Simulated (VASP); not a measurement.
Calculation: PBE GGA with D3 dispersion (zero damping), VASP's PBE PAW potentials (set 64) (plane waves; VASP).

Input for VASP

### POSCAR
```
Te
1.0
  2.1667744579  -3.7529631622   0.0000000000
  2.1667744579   3.7529631622   0.0000000000
  0.0000000000   0.0000000000   5.8294828080
Te
3
Direct
  0.0000000000   0.2744198103   0.6666670000
  0.7255801897   0.7255801897   0.0000000000
  0.2744198103   0.0000000000   0.3333330000
```

**KPOINTS**
```
Automatic mesh
0
Gamma
6 6 4
0 0 0
```

INCAR:
```
ALGO = Normal
EDIFF = 1E-7
EDIFFG = -0.01
ENCUT = 520
GGA = PE
IBRION = 2
ISIF = 4
ISMEAR = 0
IVDW = 11
LASPH = .TRUE.
LCHARG = .FALSE.
LMAXMIX = 4
LREAL = .FALSE.
LWAVE = .FALSE.
NELM = 100
NSW = 30
PREC = Accurate
SIGMA = 0.05
SYSTEM = Te
```

POTCAR, in this order: Te (PBE.64 set). Program: vasp_std.

The run wrote:

File OUTCAR:
```
 ion  position               nearest neighbor table
   1  0.000  0.274  0.667-   2 2.83   3 2.83   2 3.37   2 3.37   3 3.37   3 3.37
   2  0.726  0.726  0.000-   3 2.83   1 2.83   1 3.37   3 3.37   3 3.37   1 3.37
   3  0.274  0.000  0.333-   2 2.83   1 2.83   2 3.37   2 3.37   1 3.37   1 3.37
  LATTYP: Found a hexagonal cell.
 ALAT       =     4.3335486669
 C/A-ratio  =     1.3451984173
 Subroutine PRICEL returns:
 Original cell was already a primitive cell.
 Subroutine GETGRP returns: Found  6 space group operations
The static configuration has the point symmetry C_2 .
 The point group associated with its full space group is D_3 .
The dynamic configuration has the point symmetry C_2 .
 Subroutine INISYM returns: Found  6 space group operations
 Subroutine IBZKPT returns following result:
 Found     24 irreducible k-points:

 Following reciprocal coordinates:
            Coordinates               Weight
  0.000000  0.000000  0.000000      1.000000
  0.166667  0.000000  0.000000      6.000000
  0.333333 -0.000000  0.000000      6.000000
  0.500000  0.000000  0.000000      3.000000
  0.166667  0.166667  0.000000      6.000000
  0.333333  0.166667  0.000000     12.000000
  0.333333  0.333333  0.000000      2.000000
  0.000000  0.000000  0.250000      2.000000
  0.166667  0.000000  0.250000      6.000000
  0.000000  0.166667  0.250000      6.000000
  0.333333 -0.000000  0.250000      6.000000
 -0.000000  0.333333  0.250000      6.000000
  0.500000  0.000000  0.250000      6.000000
  0.166667  0.166667  0.250000     12.000000
  0.333333  0.166667  0.250000     12.000000
 -0.166667  0.500000  0.250000     12.000000
  0.333333  0.333333  0.250000      4.000000
  0.000000  0.000000  0.500000      1.000000
  0.166667  0.000000  0.500000      6.000000
  0.333333 -0.000000  0.500000      6.000000
  0.500000  0.000000  0.500000      3.000000
...
```

File OSZICAR:
```
       N       E                     dE             d eps       ncg     rms          rms(c)
DAV:   1     0.800429155680E+02    0.80043E+02   -0.66354E+03   624   0.112E+03
DAV:   2    -0.389611129347E+01   -0.83939E+02   -0.80550E+02   871   0.159E+02
DAV:   3    -0.922293152558E+01   -0.53268E+01   -0.52848E+01   769   0.457E+01
DAV:   4    -0.931350976279E+01   -0.90578E-01   -0.90505E-01   743   0.714E+00
DAV:   5    -0.931495881016E+01   -0.14490E-02   -0.14490E-02   798   0.884E-01    0.139E+01
DAV:   6    -0.930268840605E+01    0.12270E-01   -0.16636E-02   679   0.900E-01    0.875E+00
DAV:   7    -0.930171505657E+01    0.97335E-03   -0.33693E-02   674   0.131E+00    0.279E-01
DAV:   8    -0.930122527003E+01    0.48979E-03   -0.60371E-03   644   0.513E-01    0.163E-01
DAV:   9    -0.930125601837E+01   -0.30748E-04   -0.17817E-04   802   0.103E-01    0.104E-01
DAV:  10    -0.930129472625E+01   -0.38708E-04   -0.43662E-05   629   0.487E-02    0.311E-02
DAV:  11    -0.930129090026E+01    0.38260E-05   -0.16876E-05   679   0.277E-02    0.153E-02
DAV:  12    -0.930129115476E+01   -0.25450E-06   -0.16641E-06   744   0.832E-03    0.451E-03
DAV:  13    -0.930129117528E+01   -0.20518E-07   -0.37487E-07   634   0.429E-03
   1 F= -.10151812E+02 E0= -.10151672E+02  d E =-.101518E+02
       N       E                     dE             d eps       ncg     rms          rms(c)
DAV:   1    -0.931974845086E+01   -0.18457E-01   -0.63409E-01   629   0.458E+00    0.766E-01
DAV:   2    -0.932211436119E+01   -0.23659E-02   -0.28228E-02   704   0.106E+00    0.165E-01
DAV:   3    -0.932191875850E+01    0.19560E-03   -0.44689E-04   699   0.165E-01    0.115E-01
DAV:   4    -0.932185646207E+01    0.62296E-04   -0.26482E-04   654   0.105E-01    0.389E-02
DAV:   5    -0.932185885479E+01   -0.23927E-05   -0.34541E-05   644   0.379E-02    0.172E-02
DAV:   6    -0.932185862674E+01    0.22804E-06   -0.13152E-06   831   0.914E-03    0.973E-03
DAV:   7    -0.932185851053E+01    0.11621E-06   -0.19430E-07   450   0.306E-03    0.297E-03
DAV:   8    -0.932185840941E+01    0.10112E-06   -0.30316E-08   312   0.145E-03    0.977E-04
DAV:   9    -0.932185842767E+01   -0.18251E-07   -0.37905E-09   312   0.566E-04
   2 F= -.10169957E+02 E0= -.10169613E+02  d E =-.181450E-01
       N       E                     dE             d eps       ncg     rms          rms(c)
DAV:   1    -0.932825713126E+01   -0.63987E-02   -0.30913E+00   634   0.101E+01    0.154E+00
DAV:   2    -0.933994259858E+01   -0.11685E-01   -0.13837E-01   709   0.235E+00    0.360E-01
DAV:   3    -0.933906156871E+01    0.88103E-03   -0.21314E-03   684   0.360E-01    0.244E-01
DAV:   4    -0.933881724482E+01    0.24432E-03   -0.11397E-03   649   0.220E-01    0.762E-02
DAV:   5    -0.933883172023E+01   -0.14475E-04   -0.13694E-04   659   0.750E-02    0.341E-02
DAV:   6    -0.933883249466E+01   -0.77444E-06   -0.50663E-06   816   0.179E-02    0.192E-02
DAV:   7    -0.933883214876E+01    0.34590E-06   -0.87680E-07   634   0.620E-03    0.554E-03
DAV:   8    -0.933883200057E+01    0.14819E-06   -0.71434E-08   397   0.223E-03    0.170E-03
DAV:   9    -0.933883201690E+01   -0.16330E-07   -0.10419E-08   312   0.895E-04
   3 F= -.10180508E+02 E0= -.10179988E+02  d E =-.286965E-01
       N       E                     dE             d eps       ncg     rms          rms(c)
DAV:   1    -0.933782603406E+01    0.10060E-02   -0.13079E-01   629   0.208E+00    0.316E-01
DAV:   2    -0.933832475522E+01   -0.49872E-03   -0.56984E-03   704   0.479E-01    0.722E-02
DAV:   3    -0.933829369749E+01    0.31058E-04   -0.86207E-05   694   0.723E-02    0.474E-02
DAV:   4    -0.933828793837E+01    0.57591E-05   -0.44997E-05   644   0.435E-02    0.148E-02
DAV:   5    -0.933828903459E+01   -0.10962E-05   -0.44279E-06   689   0.136E-02    0.656E-03
DAV:   6    -0.933828933046E+01   -0.29587E-06   -0.15756E-07   418   0.342E-03    0.284E-03
DAV:   7    -0.933828933386E+01   -0.34005E-08   -0.37625E-08   312   0.162E-03
   4 F= -.10181407E+02 E0= -.10180872E+02  d E =-.295951E-01
       N       E                     dE             d eps       ncg     rms          rms(c)
DAV:   1    -0.933811717065E+01    0.17216E-03   -0.18726E-03   629   0.249E-01    0.385E-02
DAV:   2    -0.933812483420E+01   -0.76635E-05   -0.82009E-05   709   0.574E-02    0.881E-03
DAV:   3    -0.933812473193E+01    0.10226E-06   -0.12517E-06   694   0.871E-03    0.583E-03
DAV:   4    -0.933812510782E+01   -0.37589E-06   -0.66327E-07   649   0.528E-03    0.177E-03
DAV:   5    -0.933812516871E+01   -0.60882E-07   -0.62600E-08   312   0.168E-03
   5 F= -.10181411E+02 E0= -.10180876E+02  d E =-.295994E-01
       N       E                     dE             d eps       ncg     rms          rms(c)
DAV:   1    -0.933795380498E+01    0.17130E-03   -0.84160E-03   624   0.516E-01    0.555E-02
DAV:   2    -0.933795070852E+01    0.30965E-05   -0.23154E-04   674   0.981E-02    0.245E-02
DAV:   3    -0.933794175438E+01    0.89541E-05   -0.14245E-05   719   0.261E-02    0.948E-03
DAV:   4    -0.933794146682E+01    0.28757E-06   -0.40593E-06   674   0.129E-02    0.360E-03
DAV:   5    -0.933794150981E+01   -0.42997E-07   -0.15845E-07   390   0.278E-03
   6 F= -.10181645E+02 E0= -.10181113E+02  d E =-.233471E-03
       N       E                     dE             d eps       ncg     rms          rms(c)
DAV:   1    -0.933747390836E+01    0.46756E-03   -0.23153E-02   624   0.856E-01    0.911E-02
DAV:   2    -0.933746631442E+01    0.75939E-05   -0.63725E-04   679   0.163E-01    0.406E-02
DAV:   3    -0.933744191499E+01    0.24399E-04   -0.39509E-05   719   0.434E-02    0.156E-02
DAV:   4    -0.933744134307E+01    0.57192E-06   -0.10929E-05   679   0.211E-02    0.597E-03
DAV:   5    -0.933744150251E+01   -0.15944E-06   -0.44917E-07   659   0.451E-03    0.416E-03
DAV:   6    -0.933744157847E+01   -0.75960E-07   -0.95183E-08   407   0.256E-03
   7 F= -.10181821E+02 E0= -.10181313E+02  d E =-.409898E-03
```

**OUTCAR**
```
------------------------ aborting loop because EDIFF is reached ----------------------------------------
 Edisp (eV)   -0.84438
  FORCE on cell =-STRESS in cart. coord.  units (eV):
  Direction    XX          YY          ZZ          XY          YZ          ZX
  --------------------------------------------------------------------------------------
  Total       1.19117     1.19117     1.19533     0.00000    -0.00000     0.00000
  in kB      20.12967    20.12967    20.20002     0.00000    -0.00000     0.00000
  external pressure =       20.15 kB  Pullay stress =        0.00 kB
  volume of cell :       94.81
      direct lattice vectors                 reciprocal lattice vectors
     2.148036684 -3.720508295  0.000000000     0.232770699 -0.134390239 -0.000000000
     2.148036684  3.720508295 -0.000000000     0.232770699  0.134390239  0.000000000
    -0.000000000 -0.000000000  5.931630146    -0.000000000  0.000000000  0.168587720
 POSITION                                       TOTAL-FORCE (eV/Angst)
 -----------------------------------------------------------------------------------
      2.76167     -2.65767      3.95442         0.003363      0.005825      0.000000
      3.06881     -0.00000      0.00000        -0.006726      0.000000      0.000000
      2.76167      2.65767      1.97721         0.003363     -0.005825     -0.000000
 -----------------------------------------------------------------------------------
    total drift:                               -0.000195     -0.000399      0.000015
  FREE ENERGIE OF THE ION-ELECTRON SYSTEM (eV)
  ---------------------------------------------------
  free  energy   TOTEN  =       -10.1818212687 eV

  energy  without entropy=      -10.1808052876  energy(sigma->0) =      -10.18131328

 reached required accuracy - stopping structural energy minimisation
```
(Selected blocks of OUTCAR.)

**CONTCAR**
```
Te
   1.00000000000000
     2.1480366840515219   -3.7205082951806698    0.0000000000000000
     2.1480366840515219    3.7205082951806698   -0.0000000000000000
    -0.0000000000000000   -0.0000000000000000    5.9316301462030836
  Te
     3
Direct
     0.9999999999935943    0.2856704053380463    0.6666669999999968
     0.7143295946683593    0.7143295946683593    0.0000000000000000
     0.2856704053380463    0.9999999999935943    0.3333330000000032
```

The compound is Te in the trig structure. This cell is one point of a volume scan, at 0.94 of the reference volume. Symmetry was kept, so distortions that lower it aren't found.
